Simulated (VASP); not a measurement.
All values below come from r2SCAN meta-GGA, VASP's PBE PAW potentials (set 64) (plane waves; VASP).

A VASP calculation is set up with these files.

**KPOINTS**
```
Automatic mesh
0
Gamma
11 11 11
0 0 0
```

INCAR:
```
ALGO = Normal
EDIFF = 1E-6
EDIFFG = -0.01
ENCUT = 400
IBRION = 2
ISIF = 3
ISMEAR = 1
LASPH = .True.
LCHARG = .False.
LMAXMIX = 6
LMIXTAU = .True.
LREAL = .False.
LWAVE = .False.
METAGGA = R2SCAN
NELM = 100
NSW = 60
PREC = Accurate
SIGMA = 0.1
SYSTEM = Hg
```

**POSCAR**
```
Hg
1
    2.9703750000     0.0000000000     0.0000000000
    0.0000000000     2.9703750000     0.0000000000
    0.0000000000     0.0000000000     2.9703750000
Hg
1
Direct
  0.0000000000   0.0000000000   0.0000000000
```

POTCAR, in this order: Hg (PBE.64 set). Program: vasp_std.

The resulting files:

### OUTCAR
```
 ion  position               nearest neighbor table
   1  0.000  0.000  0.000-
  LATTYP: Found a simple cubic cell.
 ALAT       =     2.9703750000
 Subroutine PRICEL returns:
 Original cell was already a primitive cell.
 Subroutine GETGRP returns: Found 48 space group operations
The static configuration has the point symmetry O_h .
The dynamic configuration has the point symmetry O_h .
 Subroutine INISYM returns: Found 48 space group operations
 Subroutine IBZKPT returns following result:
 Found     56 irreducible k-points:

 Following reciprocal coordinates:
            Coordinates               Weight
  0.000000  0.000000  0.000000      1.000000
  0.090909  0.000000  0.000000      6.000000
  0.181818  0.000000  0.000000      6.000000
  0.272727  0.000000  0.000000      6.000000
  0.363636  0.000000  0.000000      6.000000
  0.454545  0.000000  0.000000      6.000000
  0.090909  0.090909  0.000000     12.000000
  0.181818  0.090909  0.000000     24.000000
  0.272727  0.090909  0.000000     24.000000
  0.363636  0.090909  0.000000     24.000000
  0.454545  0.090909  0.000000     24.000000
  0.181818  0.181818  0.000000     12.000000
  0.272727  0.181818  0.000000     24.000000
  0.363636  0.181818  0.000000     24.000000
  0.454545  0.181818  0.000000     24.000000
  0.272727  0.272727  0.000000     12.000000
  0.363636  0.272727  0.000000     24.000000
  0.454545  0.272727  0.000000     24.000000
  0.363636  0.363636  0.000000     12.000000
  0.454545  0.363636  0.000000     24.000000
  0.454545  0.454545  0.000000     12.000000
  0.090909  0.090909  0.090909      8.000000
  0.181818  0.090909  0.090909     24.000000
  0.272727  0.090909  0.090909     24.000000
  0.363636  0.090909  0.090909     24.000000
  0.454545  0.090909  0.090909     24.000000
  0.181818  0.181818  0.090909     24.000000
  0.272727  0.181818  0.090909     48.000000
  0.363636  0.181818  0.090909     48.000000
  0.454545  0.181818  0.090909     48.000000
  0.272727  0.272727  0.090909     24.000000
  0.363636  0.272727  0.090909     48.000000
  0.454545  0.272727  0.090909     48.000000
  0.363636  0.363636  0.090909     24.000000
  0.454545  0.363636  0.090909     48.000000
  0.454545  0.454545  0.090909     24.000000
  0.181818  0.181818  0.181818      8.000000
  0.272727  0.181818  0.181818     24.000000
  0.363636  0.181818  0.181818     24.000000
  0.454545  0.181818  0.181818     24.000000
   k-points           NKPTS =     56   k-points in BZ     NKDIM =     56   number of bands    NBANDS=     10
   number of dos      NEDOS =    301   number of ions     NIONS =      1
   total plane-waves  NPLWV =   8000
   dimension x,y,z NGX =    20 NGY =   20 NGZ =   20
   dimension x,y,z NGXF=    40 NGYF=   40 NGZF=   40
   ions per type =               1
   PREC   = accura    normal or accurate (medium, high low for compatibility)
   ISTART =      0    job   : 0-new  1-cont  2-samecut
   ICHARG =      2    charge: 1-file 2-atom 10-const
   ISPIN  =      1    spin polarized calculation?
   LNONCOLLINEAR =      F non collinear calculations
   LSORBIT =      F    spin-orbit coupling
   INIWAV =      1    electr: 0-lowe 1-rand  2-diag
   ENCUT  =  400.0 eV  29.40 Ry    5.42 a.u.   4.84  4.84  4.84*2*pi/ulx,y,z
   NELM   =    100;   NELMIN=  2; NELMDL= -5     # of ELM steps
   EDIFF  = 0.1E-05   stopping-criterion for ELM
   LREAL  =      F    real-space projection
   NLSPLINE    = F    spline interpolate recip. space projectors
   LMAXMIX     =    6 max onsite mixed and CHGCAR
   VOSKOWN=      0    Vosko Wilk Nusair interpolation
...
```

### OSZICAR
```
       N       E                     dE             d eps       ncg     rms          rms(c)
DAV:   1     0.811299368958E+01    0.81130E+01   -0.57966E+03  1224   0.934E+02
DAV:   2    -0.524690644609E+02   -0.60582E+02   -0.57403E+02  1164   0.231E+02
DAV:   3    -0.533766196605E+02   -0.90756E+00   -0.90724E+00  1284   0.344E+01
DAV:   4    -0.533775628510E+02   -0.94319E-03   -0.94317E-03  1244   0.107E+00
DAV:   5    -0.533775647172E+02   -0.18662E-05   -0.18662E-05  1290   0.446E-02    0.374E+00
DAV:   6    -0.492827242971E+02    0.40948E+01   -0.28912E+00  1204   0.230E+01    0.543E+00
DAV:   7    -0.493375425213E+02   -0.54818E-01   -0.98494E-02  1172   0.426E+00    0.322E+00
DAV:   8    -0.492907004256E+02    0.46842E-01   -0.12106E-01  1126   0.374E+00    0.565E-01
DAV:   9    -0.493052747413E+02   -0.14574E-01   -0.10306E-01  1120   0.313E+00    0.348E-01
DAV:  10    -0.493025394615E+02    0.27353E-02   -0.48107E-03  1128   0.854E-01    0.308E-01
DAV:  11    -0.493332060819E+02   -0.30667E-01   -0.14099E-02  1124   0.124E+00    0.922E-02
DAV:  12    -0.493380991291E+02   -0.48930E-02   -0.27469E-03  1136   0.479E-01    0.369E-02
DAV:  13    -0.493381635094E+02   -0.64380E-04   -0.49796E-05  1214   0.679E-02    0.228E-02
DAV:  14    -0.493381994876E+02   -0.35978E-04   -0.99879E-06  1156   0.381E-02    0.134E-02
DAV:  15    -0.493382492653E+02   -0.49778E-04   -0.20393E-05  1154   0.477E-02    0.577E-03
DAV:  16    -0.493382515678E+02   -0.23025E-05   -0.47044E-07   976   0.825E-03    0.418E-03
DAV:  17    -0.493382544742E+02   -0.29064E-05   -0.10877E-06  1082   0.107E-02    0.101E-03
DAV:  18    -0.493382551335E+02   -0.65936E-06   -0.36921E-07   736   0.631E-03
   1 F= -.49338255E+02 E0= -.49337873E+02  d E =-.493383E+02
       N       E                     dE             d eps       ncg     rms          rms(c)
DAV:   1    -0.495628844762E+02   -0.22463E+00   -0.47281E+00  1228   0.295E+01    0.385E+00
DAV:   2    -0.493486617144E+02    0.21422E+00   -0.60827E-01  1220   0.101E+01    0.116E+00
DAV:   3    -0.493460699590E+02    0.25918E-02   -0.35296E-02  1146   0.234E+00    0.116E+00
DAV:   4    -0.493318110770E+02    0.14259E-01   -0.19247E-02  1168   0.147E+00    0.995E-02
DAV:   5    -0.493446009204E+02   -0.12790E-01   -0.69472E-03  1128   0.103E+00    0.248E-02
DAV:   6    -0.493448085268E+02   -0.20761E-03   -0.50003E-04  1126   0.230E-01    0.212E-02
DAV:   7    -0.493449402499E+02   -0.13172E-03   -0.53755E-05  1170   0.868E-02    0.917E-03
DAV:   8    -0.493449387688E+02    0.14811E-05   -0.57791E-06  1170   0.270E-02    0.338E-03
DAV:   9    -0.493449465239E+02   -0.77551E-05   -0.46669E-06  1132   0.256E-02    0.126E-03
DAV:  10    -0.493449469839E+02   -0.46001E-06   -0.10535E-07   574   0.419E-03
   2 F= -.49344947E+02 E0= -.49344712E+02  d E =-.669185E-02
       N       E                     dE             d eps       ncg     rms          rms(c)
DAV:   1    -0.493542822494E+02   -0.93357E-02   -0.19792E-01  1224   0.595E+00    0.725E-01
DAV:   2    -0.493452934888E+02    0.89888E-02   -0.26821E-02  1214   0.213E+00    0.207E-01
DAV:   3    -0.493451807879E+02    0.11270E-03   -0.14106E-03  1144   0.465E-01    0.209E-01
DAV:   4    -0.493444345601E+02    0.74623E-03   -0.99126E-04  1162   0.329E-01    0.257E-02
DAV:   5    -0.493451343420E+02   -0.69978E-03   -0.41882E-04  1138   0.245E-01    0.854E-03
DAV:   6    -0.493451499204E+02   -0.15578E-04   -0.16708E-05  1124   0.418E-02    0.284E-03
DAV:   7    -0.493451496786E+02    0.24185E-06   -0.37042E-06  1162   0.243E-02
   3 F= -.49345150E+02 E0= -.49344907E+02  d E =-.689455E-02
```

OUTCAR:
```
------------------------ aborting loop because EDIFF is reached ----------------------------------------
  FORCE on cell =-STRESS in cart. coord.  units (eV):
  Direction    XX          YY          ZZ          XY          YZ          ZX
  --------------------------------------------------------------------------------------
  Total       -0.0043026     -0.0043026     -0.0043026      0.0000000     -0.0000000      0.0000000
  in kB       -0.2508432     -0.2508432     -0.2508432      0.0000000     -0.0000000      0.0000000
  external PRESSURE =      -0.2508432 kB  Pullay stress =       0.0000000 kB
  volume of cell :       27.48
      direct lattice vectors                 reciprocal lattice vectors
     3.017718802  0.000000000 -0.000000000     0.331376137 -0.000000000 -0.000000000
     0.000000000  3.017718802  0.000000000    -0.000000000  0.331376137 -0.000000000
     0.000000000  0.000000000  3.017718802     0.000000000 -0.000000000  0.331376137
 POSITION                                       TOTAL-FORCE (eV/Angst)
 -----------------------------------------------------------------------------------
      0.00000      0.00000      0.00000        -0.000000     -0.000000      0.000000
 -----------------------------------------------------------------------------------
    total drift:                               -0.000000      0.000000     -0.000000
  FREE ENERGIE OF THE ION-ELECTRON SYSTEM (eV)
  ---------------------------------------------------
  free  energy   TOTEN  =       -49.3451496786 eV

  energy  without entropy=      -49.3444207144  energy(sigma->0) =      -49.34490669

 reached required accuracy - stopping structural energy minimisation
```
(Selected blocks of OUTCAR.)

### CONTCAR
```
Hg
   1.00000000000000
     3.0177188018398864    0.0000000000000000   -0.0000000000000000
     0.0000000000000000    3.0177188018398864    0.0000000000000000
     0.0000000000000000    0.0000000000000000    3.0177188018398864
  Hg
     1
Direct
     0.0000000000000000    0.0000000000000000    0.0000000000000000
```

**OUTCAR**
```
 val. band max:        1.5917192952   @ k =   0.4545   0.1818   0.0909

 cond. band min:       1.7933074698   @ k =   0.4545   0.4545   0.1818


 Fermi energy:         1.5954480724

 k-point     1 :       0.0000    0.0000    0.0000
  band No.  band energies     occupation
      1      -6.8086      2.00000
      2      -6.6708      2.00000
      3      -6.6708      2.00000
      4      -4.6075      2.00000
      5      -4.6075      2.00000
      6      -4.6075      2.00000
      7      11.9882      0.00000
      8      11.9882      0.00000
      9      11.9882      0.00000
     10      15.4635      0.00000

 k-point     2 :       0.0909    0.0000    0.0000
  band No.  band energies     occupation
      1      -6.7064      2.00000
      2      -6.6574      2.00000
      3      -6.5198      2.00000
      4      -4.6627      2.00000
      5      -4.6627      2.00000
      6      -4.6028      2.00000
      7      10.4041      0.00000
      8      12.2073      0.00000
      9      12.2073      0.00000
     10      16.0473      0.00000

 k-point     3 :       0.1818    0.0000    0.0000
  band No.  band energies     occupation
      1      -6.6213      2.00000
      2      -6.5931      2.00000
      3      -5.8911      2.00000
      4      -4.8073      2.00000
      5      -4.8073      2.00000
      6      -4.5904      2.00000
      7       7.8239      0.00000
      8      12.8327      0.00000
      9      12.8327      0.00000
     10      16.3995      0.00000

 k-point     4 :       0.2727    0.0000    0.0000
  band No.  band energies     occupation
      1      -6.5734      2.00000
      2      -6.4638      2.00000
      3      -4.9897      2.00000
      4      -4.9897      2.00000
      5      -4.8422      2.00000
      6      -4.5740      2.00000
      7       5.2391      0.00000
      8      13.7715      0.00000
      9      13.7715      0.00000
     10      16.6849      0.00000

 k-point     5 :       0.3636    0.0000    0.0000
...
```

Energy and stress use the plane-wave basis of the starting cell. Unless said otherwise, spin-orbit coupling is left out, though it shifts the bands of the heavy elements here.

The structure was generated: Hg was put into the simple-cubic type (Pm-3m), which need not be its known phase. This run relaxes it. Symmetry was kept, so distortions that lower it aren't found.
